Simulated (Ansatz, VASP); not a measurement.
## PbSe (Clausthalite) in two plane-wave programs

Aim: how closely do two programs agree when they are given the same cell, functional and k mesh? The cell is taken from a series of runs on this material, whose earlier steps may have relaxed, scaled, displaced or heated it; both programs get it as it stands.

Calculated with Ansatz 0.2.0; plane waves, with VASP 6.6.1 beside it; zone-centre phonons at LDA.

## 1. The starting structure

Symmetry: Fm-3m, No. 225, cubic system. Conventional cell: a = 6.042 Å, b = 6.042 Å, c = 6.042 Å, α = 90.00°, β = 90.00°, γ = 90.00°. Se has 6 Pb at 3.02 Å nearest. Nearest to Pb lie 6 Se at 3.02 Å. Farther neighbours and most contacts between anions are not listed.

As a file:

```
Se Pb
1.0
     0.00000    3.02096    3.02096
     3.02096    0.00000    3.02096
     3.02096    3.02096    0.00000
Se Pb
1 1
Direct
  0.50000 0.50000 0.50000
  0.00000 0.00000 0.00000
```

## 2. VASP: zone-centre phonons, LDA

Second derivatives magnify differences that forces hide, and they need a tight electronic threshold.

Lines of VASP's logs that name or quote its potential files are left out, and so is its time.

Input file INCAR:

```
SYSTEM = PbSe
PREC = Accurate
ENCUT = 500
EDIFF = 1E-08
NELM = 120
ISMEAR = -1
SIGMA = 0.03
LREAL = .FALSE.
ALGO = Normal
GGA = CA
NELECT = 20.05514
NBANDS = 16
LORBIT = 11
LWAVE = .FALSE.
LCHARG = .FALSE.
ISIF = 2
IBRION = 8
LASPH = .TRUE.
GGA_COMPAT = .FALSE.
KPAR = 2
```

Input file POSCAR:

```
PbSe
1.0
    0.0000000000      3.0209637511      3.0209637511
    3.0209637511      0.0000000000      3.0209637511
    3.0209637511      3.0209637511      0.0000000000
Se Pb
1 1
Direct
    0.5000000000      0.5000000000      0.5000000000
    0.0000000000      0.0000000000      0.0000000000
```

Input file KPOINTS:

```
Automatic mesh
0
Gamma
24 24 24
0 0 0
```

PAW data sets: Se and Pb_d (LDA family, release 64).

Command:

```sh
mpirun -np 2 vasp_std
```

Numbers of over 12 decimals in the logs are rounded to 6 here.

What it wrote:

```text
[banner, memory and clock lines left out]
running    2 mpi-ranks, on    1 nodes
 distrk:  each k-point on    1 cores,    2 groups
 distr:  one band on    1 cores,    1 groups

 POSCAR found type information on POSCAR SePb
 POSCAR found :  2 types and       2 ions
 LDA part: xc-table for (Slater(with rela. corr.)+CA(PZ))
 , standard interpolation
 POSCAR, INCAR and KPOINTS ok, starting setup
 FFT: planning ... GRIDC
 FFT: planning ... GRID_SOFT
 FFT: planning ... GRID
 WAVECAR not read
 entering main loop
       N       E                     dE             d eps       ncg     rms          rms(c)
DAV:   1     0.152658504783E+03    0.15266E+03   -0.95019E+03 13248   0.126E+03
DAV:   2     0.103729112879E+01   -0.15162E+03   -0.14739E+03 14456   0.320E+02
DAV:   3    -0.917843253432E+01   -0.10216E+02   -0.10147E+02 16872   0.867E+01
DAV:   4    -0.939313094589E+01   -0.21470E+00   -0.21464E+00 16312   0.150E+01
DAV:   5    -0.940147300827E+01   -0.83421E-02   -0.83418E-02 18824   0.270E+00BRMIX: very serious problems
 the old and the new charge density differ
 old charge density:    20.00000 new   20.05514
BRMIX: very serious problems
 the old and the new charge density differ
 old charge density:    20.00000 new   20.05514
    0.302E+00
DAV:   6    -0.914396148713E+01    0.25751E+00   -0.67224E-01 20840   0.600E+00    0.178E+00
DAV:   7    -0.913437462775E+01    0.95869E-02   -0.89528E-02 17224   0.156E+00    0.883E-01
DAV:   8    -0.913284126116E+01    0.15334E-02   -0.74679E-03 17368   0.957E-01    0.734E-02
DAV:   9    -0.913264033359E+01    0.20093E-03   -0.13040E-03 20760   0.338E-01    0.430E-02
DAV:  10    -0.913264957967E+01   -0.92461E-05   -0.80334E-05 15896   0.639E-02    0.128E-02
DAV:  11    -0.913264768625E+01    0.18934E-05   -0.13317E-05 19008   0.390E-02    0.638E-03
DAV:  12    -0.913264765350E+01    0.32751E-07   -0.10161E-06 18000   0.118E-02    0.587E-04
DAV:  13    -0.913264765761E+01   -0.41050E-08   -0.48507E-08 17152   0.225E-03
   1 F= -.91326477E+01 E0= -.91322986E+01  d E =-.698179E-03
 Linear response reoptimize wavefunctions to high precision
DAV:   1    -0.913264765698E+01    0.62869E-09   -0.43360E-09 16296   0.421E-04
DAV:   2    -0.913264765700E+01   -0.21600E-10   -0.11954E-10 10816   0.889E-05
 Linear response DOF=           2
 Linear response progress:
  Degree of freedom:   1/  2
       N       E                     dE             d eps       ncg     rms          rms(c)
RMM:   1    -0.852839850399E-01   -0.85284E-01    0.76153E-02 72522   0.127E+00
RMM:   2    -0.841541897741E-01    0.11298E-02   -0.94244E-04 57464   0.345E-01    0.787E-02
RMM:   3    -0.846151289093E-01   -0.46094E-03   -0.50901E-04 62640   0.152E-01    0.302E-02
RMM:   4    -0.849404194641E-01   -0.32529E-03   -0.78820E-05 61104   0.581E-02    0.836E-03
RMM:   5    -0.849996543320E-01   -0.59235E-04   -0.12269E-05 65437   0.262E-02    0.494E-03
RMM:   6    -0.849860228940E-01    0.13631E-04   -0.18213E-06 60693   0.872E-03    0.118E-03
RMM:   7    -0.849905015054E-01   -0.44786E-05   -0.16592E-07 63369   0.288E-03    0.601E-04
RMM:   8    -0.849890657450E-01    0.14358E-05   -0.28886E-08 62365   0.106E-03    0.105E-04
RMM:   9    -0.849884846618E-01    0.58108E-06   -0.11607E-08 66188   0.461E-04    0.554E-05
RMM:  10    -0.849884361530E-01    0.48509E-07   -0.82560E-09 65113   0.198E-04    0.218E-05
RMM:  11    -0.849884379670E-01   -0.18141E-08   -0.80649E-09 67530   0.975E-05    0.724E-06
 first order change of Fermi-energy   0.13035E-03
 force on displaced ion       1 direction 1 :  -0.956   0.000   0.000
 Linear response progress:
  Degree of freedom:   2/  2
       N       E                     dE             d eps       ncg     rms          rms(c)
RMM:   1    -0.333518833027E+00   -0.33352E+00   -0.21573E-01 46992   0.513E+00
RMM:   2    -0.335070974131E+00   -0.15521E-02   -0.88504E-03 54082   0.907E-01    0.434E-02
RMM:   3    -0.334938148134E+00    0.13283E-03   -0.89118E-04 60697   0.240E-01    0.253E-02
RMM:   4    -0.334552798917E+00    0.38535E-03   -0.80914E-05 58085   0.814E-02    0.383E-03
RMM:   5    -0.334592992117E+00   -0.40193E-04   -0.12823E-05 61077   0.285E-02    0.249E-03
RMM:   6    -0.334595832437E+00   -0.28403E-05   -0.25600E-06 60829   0.119E-02    0.585E-04
RMM:   7    -0.334593898838E+00    0.19336E-05   -0.33957E-07 61460   0.391E-03    0.348E-04
RMM:   8    -0.334595288082E+00   -0.13892E-05   -0.73209E-08 61309   0.144E-03    0.431E-05
RMM:   9    -0.334594662175E+00    0.62591E-06   -0.26368E-08 61853   0.654E-04    0.409E-05
RMM:  10    -0.334594890023E+00   -0.22785E-06   -0.15710E-08 62081   0.352E-04    0.584E-06
RMM:  11    -0.334594892703E+00   -0.26807E-08   -0.11080E-08 62678   0.212E-04    0.410E-06
 first order change of Fermi-energy   0.43833E-05
 force on displaced ion       2 direction 1 :  -0.964   0.000   0.000
 Linear response finished
```

OUTCAR, selected parts (step 2):

```text
NELECT = 20.05514

 ion  position               nearest neighbor table
   1  0.500  0.500  0.500-   2 3.02   2 3.02   2 3.02   2 3.02   2 3.02   2 3.02
   2  0.000  0.000  0.000-   1 3.02   1 3.02   1 3.02   1 3.02   1 3.02   1 3.02

  LATTYP: Found a face centered cubic cell.
 ALAT       =     6.0419275022

 Subroutine GETGRP returns: Found 48 space group operations
 (whereof 48 operations were pure point group operations)

The static configuration has the point symmetry O_h .

 Found    413 irreducible k-points:

   k-points           NKPTS =    413   k-points in BZ     NKDIM =    413   number of bands    NBANDS=     16

   dimension x,y,z NGX =    32 NGY =   32 NGZ =   32
   dimension x,y,z NGXF=    64 NGYF=   64 NGZF=   64

   ENCUT  =  500.0 eV  36.75 Ry    6.06 a.u.   7.79  7.79  7.79*2*pi/ulx,y,z

 k-points in reciprocal lattice and weights: Automatic mesh
   0.00000000  0.00000000  0.00000000       0.000
   0.04166667  0.00000000  0.00000000       0.001
   0.08333333  0.00000000  0.00000000       0.001
   0.12500000  0.00000000  0.00000000       0.001
   0.16666667  0.00000000  0.00000000       0.001
   0.20833333  0.00000000  0.00000000       0.001
   0.25000000  0.00000000  0.00000000       0.001
   0.29166667  0.00000000  0.00000000       0.001
   0.33333333  0.00000000  0.00000000       0.001
[...]
-0.29166667  0.50000000  0.20833333       0.001
  -0.25000000  0.50000000  0.25000000       0.000

 average (electrostatic) potential at core
       1 -58.7987       2 -91.9159

  Total        0.6580028      0.6580028      0.6580028      0.0000000      0.0000000     -0.0000000
  in kB       19.1192907     19.1192907     19.1192907      0.0000000      0.0000000     -0.0000000
  external PRESSURE =      19.1192907 kB  Pullay stress =       0.0000000 kB

  energy-cutoff  :      500.00
  volume of cell :       55.14
      direct lattice vectors                 reciprocal lattice vectors
     0.000000000  3.020963751  3.020963751    -0.165510096  0.165510096  0.165510096
     3.020963751  0.000000000  3.020963751     0.165510096 -0.165510096  0.165510096
     3.020963751  3.020963751  0.000000000     0.165510096  0.165510096 -0.165510096

 POSITION                                       TOTAL-FORCE (eV/Angst)
 -----------------------------------------------------------------------------------
      3.02096      3.02096      3.02096         0.000000      0.000000      0.000000
      0.00000      0.00000      0.00000        -0.000000     -0.000000     -0.000000
 -----------------------------------------------------------------------------------
    total drift:                                0.000000     -0.000000     -0.000000

 Eigenvectors and eigenvalues of the dynamical matrix
 ----------------------------------------------------

   1 f  =    2.024242 THz    12.718687 2PiTHz   67.521442 cm-1     8.371588 meV
             X         Y         Z           dx          dy          dz
      3.020964  3.020964  3.020964    -0.000000   -0.849976   -0.000000
      0.000000  0.000000  0.000000     0.000000    0.526822    0.000000

   2 f  =    2.024242 THz    12.718687 2PiTHz   67.521442 cm-1     8.371588 meV
             X         Y         Z           dx          dy          dz
      3.020964  3.020964  3.020964     0.849976   -0.000000    0.000000
      0.000000  0.000000  0.000000    -0.526822    0.000000    0.000000

   3 f  =    2.024242 THz    12.718687 2PiTHz   67.521442 cm-1     8.371588 meV
             X         Y         Z           dx          dy          dz
      3.020964  3.020964  3.020964     0.000000   -0.000000    0.849976
      0.000000  0.000000  0.000000     0.000000   -0.000000   -0.526822

   4 f/i=    0.003646 THz     0.022908 2PiTHz    0.121613 cm-1     0.015078 meV
             X         Y         Z           dx          dy          dz
      3.020964  3.020964  3.020964    -0.044125   -0.045418   -0.523002
      0.000000  0.000000  0.000000    -0.071191   -0.073278   -0.843813

   5 f/i=    0.003646 THz     0.022908 2PiTHz    0.121613 cm-1     0.015078 meV
             X         Y         Z           dx          dy          dz
      3.020964  3.020964  3.020964    -0.291260   -0.434542    0.062309
      0.000000  0.000000  0.000000    -0.469920   -0.701091    0.100530

   6 f/i=    0.003646 THz     0.022908 2PiTHz    0.121613 cm-1     0.015078 meV
             X         Y         Z           dx          dy          dz
      3.020964  3.020964  3.020964     0.436763   -0.294367   -0.011286
      0.000000  0.000000  0.000000     0.704675   -0.474933   -0.018209

 ELASTIC MODULI CONTR FROM IONIC RELAXATION (kBar)
 Direction    XX          YY          ZZ          XY          YZ          ZX
 --------------------------------------------------------------------------------
 XX           0.0000      0.0000      0.0000      0.0000      0.0000      0.0000
 YY           0.0000      0.0000      0.0000      0.0000      0.0000      0.0000
 ZZ           0.0000      0.0000      0.0000      0.0000      0.0000      0.0000
 XY           0.0000      0.0000      0.0000      0.0000      0.0000      0.0000
 YZ           0.0000      0.0000      0.0000      0.0000      0.0000      0.0000
 ZX           0.0000      0.0000      0.0000      0.0000      0.0000      0.0000
 --------------------------------------------------------------------------------
```

The cell is charged against a uniform background. Energies printed during the response cycles are not total energies of the cell.

## 3. Ansatz: zone-centre phonons, LDA

Ansatz runs on its PAW soft_1 files.

The same cell, functional (in two slightly different forms), mesh and smearing now go to Ansatz, which takes its cutoff from its data sets.

Input file input.yaml:

```yaml
crystal:
  lattice:
    - [0.0, 3.0209637511, 3.0209637511]
    - [3.0209637511, 0.0, 3.0209637511]
    - [3.0209637511, 3.0209637511, 0.0]
  atoms:
    - { symbol: Se, position: [0.5, 0.5, 0.5] }
    - { symbol: Pb, position: [0.0, 0.0, 0.0] }
total_charge: -0.05514
kpoints:
  mp_grid: { grid: [24, 24, 24] }
hamiltonian:
  xc: lda
  pseudopotentials: { kind: paw, azcp: { folder: soft_1 }, xc_functional: pbe }
scf:
  occupations: { method: fermi_dirac, width: 0.03 }
output:
  eigenvalues: true
phonons:
  method: dfpt
```

Command:

```sh
ansatz run input.yaml --threads 4 --pin off --max-ram 16384MiB --backend cpu --events-out ev --progress --plain --runs-dir out
```

What it wrote:

```text
Engine: ansatz 0.2.0, aarch64-unknown-linux-gnu
Pseudopotentials: kind: paw
Pseudopotential: Se, paw, valence charge 16, recommended cutoff 420 eV (normal), soft_1/Se.paw.azcp
Pseudopotential: Pb, paw, valence charge 14, recommended cutoff 420 eV (normal), soft_1/Pb.paw.azcp
Functional definition: SPW92
  exchange = slater_x
  correlation = pw_c
Crystal: 2 atoms, lattice volume = 55.140 Å³
Basis set: ecut = 420 eV, 1067 PW (Γ), exchange–correlation on 60×60×60 points (8 copies of the dense FFT grid, shifted against one another)
Bands: 20, of which v1, the nominal top of the filled ones, is band 15 counted from 1 (14 counted from 0)
Symmetry: 48 space group operations
k-points: 1063 of 13824 (irreducible under 8 space group operations, time reversal used)
Non-local potential: Se, projectors of the file, l = 0: 2, l = 1: 2, l = 2: 3, l = 3: 1
Non-local potential: Pb, projectors of the file, l = 0: 2, l = 1: 2, l = 2: 2, l = 3: 1
PAW form: soft (Blöchl's): semilocal exchange-correlation on the pseudo side does not see the compensation charge
PAW frozen core: Se, regenerated for the run's functional, and the local potential with it (the file was generated under x = pbe(κ = 0.804, μ = 0.219515), c = pbe(β = 0.066725))
PAW frozen core: Pb, regenerated for the run's functional, and the local potential with it (the file was generated under x = pbe(κ = 0.804, μ = 0.219515), c = pbe(β = 0.066725))
PAW one-centre angular grid: Se, 590 points (default); XC on 64 Gauss nodes
PAW one-centre angular grid: Pb, 590 points (default); XC on 64 Gauss nodes
Initial density: superposition of atomic densities (chi_scale 0.1, normalization cell, long waves kept (reshape's long-wave potential 0.00 eV rms))
Initial wavefunctions: pseudopotential atomic-orbital guess
Functional: x = slater, c = lda
SCF iter   1: F=—  HF=-16988.005168 eV  |F-HF|=—  |Δ(HF+E_count)|=         —  Δρ=2.10e-2  dr2=2.80e-1  ethr=3.10e-3  ⟨swp⟩=6.9  Hψ=109129  notcnv=0
preconditioner: auto → Kerker (q_TF=auto, 2.466 Å⁻¹)  [metal: Δε(μ)=0.032 eV  Ē_g=16.206 eV  σ=0.030 eV  W_gap=0.24  n_scr=14 (ndim 8)  ℏωp=22.4 eV  f_vac=0.000  D(μ)=0.21/eV (n_scr^D=0)]
SCF iter   2: F=—  HF=-16987.946153 eV  |F-HF|=—  |Δ(HF+E_count)|=   5.90e-2  Δρ=1.24e-2  dr2=1.05e-1  ethr=9.32e-4  ⟨swp⟩=2.0  Hψ=34226  notcnv=0  defer=748
SCF iter   3: F=—  HF=-16987.915836 eV  |F-HF|=—  |Δ(HF+E_count)|=   3.03e-2  Δρ=2.21e-3  dr2=2.43e-3  ethr=3.49e-4  ⟨swp⟩=3.1  Hψ=39989  notcnv=0  defer=748
SCF iter   4: F=—  HF=-16987.915360 eV  |F-HF|=—  |Δ(HF+E_count)|=   4.76e-4  Δρ=1.14e-3  dr2=4.80e-4  ethr=8.09e-6  ⟨swp⟩=2.0  Hψ=41226  notcnv=0  defer=748
SCF iter   5: F=—  HF=-16987.915434 eV  |F-HF|=—  |Δ(HF+E_count)|=   7.43e-5  Δρ=2.64e-4  dr2=4.45e-5  ethr=1.60e-6  ⟨swp⟩=2.1  Hψ=32874  notcnv=0  defer=748
SCF iter   6: F=—  HF=-16987.915450 eV  |F-HF|=—  |Δ(HF+E_count)|=   1.58e-5  Δρ=9.39e-5  dr2=7.44e-6  ethr=1.48e-7  ⟨swp⟩=2.8  Hψ=30580  notcnv=0  defer=748
SCF iter   7: F=—  HF=-16987.915453 eV  |F-HF|=—  |Δ(HF+E_count)|=   2.70e-6  Δρ=2.59e-5  dr2=6.39e-7  ethr=2.48e-8  ⟨swp⟩=1.9  Hψ=22660  notcnv=0  defer=748
SCF iter   8: F=—  HF=-16987.915453 eV  |F-HF|=—  |Δ(HF+E_count)|=   5.88e-7  Δρ=5.25e-6  dr2=1.61e-8  ethr=2.13e-9  ⟨swp⟩=2.0  Hψ=24875  notcnv=0  defer=748
SCF iter   9: F=—  HF=-16987.915453 eV  |F-HF|=—  |Δ(HF+E_count)|=   1.18e-9  Δρ=1.03e-6  dr2=5.21e-10  ethr=5.35e-11  ⟨swp⟩=2.1  Hψ=30569  notcnv=0  defer=748
SCF iter  10: F=—  HF=-16987.915453 eV  |F-HF|=—  |Δ(HF+E_count)|=  8.37e-11  Δρ=2.96e-7  dr2=2.81e-11  ethr=1.73e-12  ⟨swp⟩=2.0  Hψ=36524  notcnv=0  defer=748
SCF iter  11: F=-16987.915453 eV  HF=-16987.915453 eV  |F-HF|=0.00e0  |Δ(HF+E_count)|=  7.28e-12  Δρ=4.37e-8  dr2=9.68e-13  ethr=1.00e-12  ⟨swp⟩=9.2  Hψ=106632  notcnv=0
the search or the solves at the SCF's close seem to have found levels that the self-consistency loop had missed (the run counts 2). By its estimate they hold under 1e-12 electrons; where the run keeps them, the occupations were computed again with them
SCF 1 converged in 11 iterations: F = -16987.915453 eV  dr2 = 9.68e-13
  greatest PAW one-centre occupation: 1.000 electrons in one spin orbital (limit 2), on the Se atom at site 0 (counted from 0), in its partial waves of l = 2
DFPT response loops at Γ: preconditioner auto → Kerker (q_TF=auto, 2.466 Å⁻¹) (partly filled bands, converged f_vac=0.012); β = 1.00, the filter's whole step (`scf.mixing.beta` (0.50) is not read by the response loops under this deck's `scf.mixing.preconditioner`; to damp them name `kerker` or `kerker_dos`, under which they read `scf.mixing.beta`, and type it under 1.00, their step now; both keys bind the ground state too); Broyden in place of MSR1
SCF converged after 11 iterations
Free energy (F): -16987.915453 eV
Harris-Foulkes:  -16987.915453 eV  (|F-HF|=0.00e0)
Internal energy: -16987.914769 eV  (E = F + TS)
E sigma→0 (E₀):  -16987.915111 eV
Entropy (-TS):   -0.000684 eV (-0.342 meV/atom)
Fermi energy:    9.896864 eV
--- Per-component energies (eV) ---
  E_band       = -422.943929
  E_kinetic    = 405.378067
  E_local      = -3665.214990  (includes V_loc(G=0)·N_el)
  E_nonlocal   = -40.912579
  E_hartree    = 1786.202330
  E_xc         = -290.964841
  E_vxc        = -231.609710  (∫ρ·V_xc dr)
  E_paw        = -12133.270234  (= ΣΔE_a)
  E_vpaw       = -462.988986  (= ΣTr[D̂ρ^β])
  E_aug_tail   = -0.000354  (compensation charges beyond the density's cutoff)
  E_ewald      = -3051.271905
  E_core_change = 2.139736  (= ΣΔE_core)
  E_smearing   = -0.000684  (= −TS)
  E_closure    = -0.000000  (closes the sum)
  E_deformation_potential = -0.815457  (in the stress; not in F)
  Σ components = -16987.915453   (vs F -16987.915453, Δ=0.00e0)
--- Band table (eV; the first three rows and the last of 1063) ---
  k-point 0: bands = [... 11 lower, 2.8625, 7.2073, 7.2073, 7.2073, 13.9310, 13.9310, 13.9310, 15.6595, ... 1 higher]
  k-point 1: bands = [... 11 lower, 2.8092, 7.2123, 7.2123, 7.2459, 13.7558, 13.8326, 13.8326, 15.6140, ... 1 higher]
  k-point 2: bands = [... 11 lower, 2.6569, 7.2273, 7.2273, 7.3543, 13.3337, 13.5735, 13.5735, 15.5160, ... 1 higher]
  k-point 1062: bands = [... 11 lower, 0.9688, 4.7005, 4.7005, 8.3944, 10.9931, 14.1319, 14.1319, 16.9752, ... 1 higher]
--- Phonons (Γ-DFPT): 2 representative perturbations + reference, on 1063 of 13824 k-points (Σ response iterations 7) ---
  k mesh reduced under 8 symmetry operations, with k and −k counted as one. Each operation leaves every solved perturbation unchanged. A smaller set is not used because it would not reduce the number of displacements times k-points to solve
  ASR residual: 9.744e-6 → 0.000e0 eV/Å²; symmetrization residual: 1.971e-5 eV/Å²
  ASR residual per site (eV/Å²): 5.38e-6 9.74e-6
  Γ frequencies (cm⁻¹): 0.00 0.00 0.00 65.27 65.27 65.27
  non-analytic LO–TO correction: not included (Born effective charges unavailable; polar crystals: no LO–TO splitting at Γ)
```

## 4. Comparison

Known differences besides the potentials themselves: the two LDA forms differ slightly; the cutoff is 420 eV in Ansatz and 500 eV in VASP; VASP's log shows a relativistic correction to its local exchange, Ansatz's none. Total energies have different zeros and are not compared.

Compared:

```csv
quantity,Ansatz,VASP,difference
optical mode 1 to 3 (cm⁻¹),65.3,67.5,-3.33 %
```

Modes are paired by rising frequency, not by their patterns, so a pair may set unlike modes beside each other; they are those without the splitting of longitudinal modes. The cell carries a charge of -0.05514 e against a uniform background, so its pressure also hangs on how the neutralising background is counted, and in a defect's cell a gap may be the spacing between its levels.

## 5. What came out

* r.m.s. difference of the optical zone-centre modes, each program's sorted by frequency (zone-centre phonons, LDA): 2.3 cm⁻¹
* difference in optical mode 1 to 3 (zone-centre phonons, LDA): -3.3 %

The r.m.s. difference of the optical zone-centre modes, each program's sorted by frequency is 2.3 cm⁻¹ (zone-centre phonons, LDA). The data sets hold unlike numbers of valence electrons (30.0551 in Ansatz and 20.0551 in VASP), so part of the differences comes from the potentials. Among the rows given in per cent, the largest difference of the zone-centre phonons, LDA pair is in optical mode 1 to 3, -3.3 %. How closely two codes agree says nothing of how well the functional describes the real material.

[Lines on the potential files, build, host, timing and source positions are cut from VASP's logs without a mark.]

[Logs are printed without paths, hosts, clocks, repeated set-up lines and the standing remarks that a program may print on its own settings, such as how far it seeks lower states.]

[Hosts, paths, dates, database ids (printed as entryN), source tags and the programs' standing remarks are cut or masked in the printed files.]
